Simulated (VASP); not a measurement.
Consider the following.

```
CELL_PARAMETERS angstrom
      4.18172     0.00000     0.00000
     -2.09086     3.62148     0.00000
      0.00000     0.00000     6.81131
ATOMIC_POSITIONS crystal
  Mg 0.00000 0.00000 0.00000
  Mg 0.00000 0.00000 0.50000
  Te 0.33333 0.66667 0.25000
  Te 0.66667 0.33333 0.75000
```

These are PBEsol GGA, VASP's PBE PAW potentials (set 64) (plane waves; VASP 6.6.1) values and carry that method's errors. Run with 400 eV cut-off, 7×7×4 Γ-centred mesh, tetrahedra with Blöchl corrections, potentials Mg Te.

What does the run give for the energy per atom (σ→0)?

```yaml
energy per atom (σ→0): -3.465 eV/atom
```

Total energies compare only between runs with the same potentials, cut-off and functional.

The structure was generated: MgTe was put into the NiAs type type (P6_3/mmc), which need not be its known phase. It was relaxed first.
